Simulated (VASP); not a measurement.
Computed with r2SCAN meta-GGA, VASP's PBE PAW potentials (set 64) (plane waves; VASP).

VASP ran on this input.

### POSCAR
```
CeO2
1.0
  1.7456548458   1.0078544245   4.0551080097
 -1.7456548458   1.0078544245   4.0551080097
  0.0000000000  -2.0157088489   4.0551080097
Ce O
1 2
Direct
  0.9959856102   0.9959856102   0.9959856102
  0.7630936658   0.7630936658   0.7630936658
  0.5742207240   0.5742207240   0.5742207240
```

INCAR:
```
# general
SYSTEM   =  CeO2
PREC     =  Accurate
ENCUT    =  520
LREAL    =  .False.
LASPH    =  .True.   # aspherical one-centre terms

# electronic loop
EDIFF    =  1E-6   # SCF stop (eV)
NELM     =  100
ALGO     =  Normal   # blocked Davidson
LMAXMIX  =  6   # l cut-off of mixed one-centre charges
LMIXTAU  =  .True.

# smearing
ISMEAR   =  0
SIGMA    =  0.05

# functional
METAGGA  =  R2SCAN

# ions
IBRION   =  2   # conjugate gradients
NSW      =  60
ISIF     =  3
EDIFFG   =  -0.02

# output
LWAVE    =  .False.
LCHARG   =  .False.
```

**KPOINTS**
```
Automatic mesh
0
Gamma
7 7 7
0 0 0
```

POTCAR, in this order: Ce O (PBE.64 set). Program: vasp_std.

Q: Estimate the energy per atom (σ→0), volume per atom.

A: 
* **energy per atom (σ→0)**: -17131 meV/atom
* **volume per atom**: 14.22 Å³/atom

### OSZICAR
```
...
   4 F= -.51393263E+02 E0= -.51393263E+02  d E =-.867083E-04
       N       E                     dE             d eps       ncg     rms          rms(c)
DAV:   1    -0.513932972421E+02   -0.34646E-04   -0.16592E-03  1600   0.527E-01    0.535E-02
DAV:   2    -0.513932899651E+02    0.72770E-05   -0.42124E-04  2104   0.228E-01    0.458E-02
DAV:   3    -0.513932779045E+02    0.12061E-04   -0.34408E-04  2144   0.148E-01    0.258E-02
DAV:   4    -0.513932705790E+02    0.73256E-05   -0.70566E-05  2160   0.748E-02    0.605E-03
DAV:   5    -0.513932702171E+02    0.36188E-06   -0.46356E-06  1472   0.234E-02
   5 F= -.51393270E+02 E0= -.51393270E+02  d E =-.936140E-04
```

The structure was generated: CeO2 was put into the 3R-MoS2 type (R3m), which need not be its known phase. This run relaxes it. Symmetry was kept, so distortions that lower it aren't found. The start is the result of an earlier pass. The run is not spin-polarised, so no magnetic state was tried.
